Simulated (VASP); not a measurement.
```
CELL_PARAMETERS angstrom
      0.00000     3.12287     3.12287
      3.12287     0.00000     3.12287
      3.12287     3.12287     0.00000
ATOMIC_POSITIONS crystal
  Mg 0.25000 0.25000 0.25000
  Mg 0.75000 0.75000 0.75000
  Ge 0.00000 0.00000 0.00000
```

The numbers are results of vdW-DF-cx, VASP's PBE PAW potentials (set 64) (plane waves; VASP), not measurements. Run with 520 eV cut-off, 6×6×6 Γ-centred mesh, Gaussian smearing of 0.050 eV, potentials Mg Ge_d.

### Question
Predict the energy per atom (σ→0), pressure, band gap (on the k-mesh) with the smallest direct gap where there is one.

### Answer

| Property | Value |
|---|---|
| band gap (on the k-mesh) | 0.09 eV |
| smallest direct gap (on the k-mesh) | 1.45 eV |
| energy per atom (σ→0) | -80.4 kJ/mol of atoms |
| pressure | 36.3 kbar |

The compound is Mg2Ge in the antifluorite structure. This cell is one point of a volume scan, at 0.94 of the reference volume.
